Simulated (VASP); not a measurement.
A convergence study with VASP on NiSi2 (fluorite): one setting is varied, all else stays as given below, so the limit is that of these other settings.

```xyz
3
Lattice="0.0000 2.7050 2.7050 2.7050 0.0000 2.7050 2.7050 2.7050 0.0000" Properties=species:S:1:pos:R:3 pbc="T T T"
Si     1.3525     1.3525     1.3525
Si     4.0575     4.0575     4.0575
Ni     0.0000     0.0000     0.0000
```

All values below come from LDA (Ceperley-Alder, Perdew-Zunger), VASP's LDA PAW potentials (set 64) (plane waves; VASP). The tightest run used: 550 eV cut-off, 19×19×19 Γ-centred mesh, first-order Methfessel-Paxton smearing of 0.10 eV, potentials Si Ni.

**Question.** The settings run are 1×1×1 mesh; 2×2×2 mesh; 3×3×3 mesh; 4×4×4 mesh; 5×5×5 mesh; 6×6×6 mesh; 7×7×7 mesh; 8×8×8 mesh; 9×9×9 mesh; 10×10×10 mesh; 11×11×11 mesh; 12×12×12 mesh; 13×13×13 mesh; 14×14×14 mesh; 15×15×15 mesh; 16×16×16 mesh; 17×17×17 mesh; 18×18×18 mesh; 19×19×19 mesh. From which on does the energy per atom stay within 0.01 eV/atom of the tightest run?

**Answer.** From 6×6×6 mesh on: it is off by 0.0002 there and by no more than 0.01 in any finer run, while 5×5×5 mesh is off by 0.0144.
| setting | E (eV/atom) | pressure (GPa) | irreducible k-points | difference judged (eV/atom) |
|---|---|---|---|---|
| 1×1×1 mesh | 1.4900 | 123.38 | 1 | 8.1161 |
| 2×2×2 mesh | -6.2374 | -3.43 | 3 | 0.3886 |
| 3×3×3 mesh | -6.5133 | -8.08 | 4 | 0.1128 |
| 4×4×4 mesh | -6.5855 | -4.26 | 8 | 0.0406 |
| 5×5×5 mesh | -6.6117 | -4.68 | 10 | 0.0144 |
| 6×6×6 mesh | -6.6258 | -4.42 | 16 | 0.0002 |
| 7×7×7 mesh | -6.6305 | -5.37 | 20 | 0.0045 |
| 8×8×8 mesh | -6.6237 | -5.05 | 29 | 0.0024 |
| 9×9×9 mesh | -6.6273 | -4.35 | 35 | 0.0013 |
| 10×10×10 mesh | -6.6263 | -5.09 | 47 | 0.0002 |
| 11×11×11 mesh | -6.6260 | -5.09 | 56 | 0.0001 |
| 12×12×12 mesh | -6.6254 | -5.14 | 72 | 0.0007 |
| 13×13×13 mesh | -6.6252 | -5.04 | 84 | 0.0008 |
| 14×14×14 mesh | -6.6267 | -4.83 | 104 | 0.0007 |
| 15×15×15 mesh | -6.6269 | -5.09 | 120 | 0.0008 |
| 16×16×16 mesh | -6.6261 | -5.01 | 145 | 0.0000 |
| 17×17×17 mesh | -6.6267 | -4.87 | 165 | 0.0007 |
| 18×18×18 mesh | -6.6267 | -4.96 | 195 | 0.0007 |
| 19×19×19 mesh | -6.6261 | -5.03 | 220 | 0.0000 |

VASP warned of too few bands at 1×1×1 mesh.

Left out are rungs that failed or repeat a setting and relaxations that didn't move; long series are thinned to 24 rows.

The compound is NiSi2 in the fluorite structure. The cell was not relaxed at this level. The run is not spin-polarised, so no magnetic state was tried. VASP warned that the highest band is occupied, so more bands are needed.
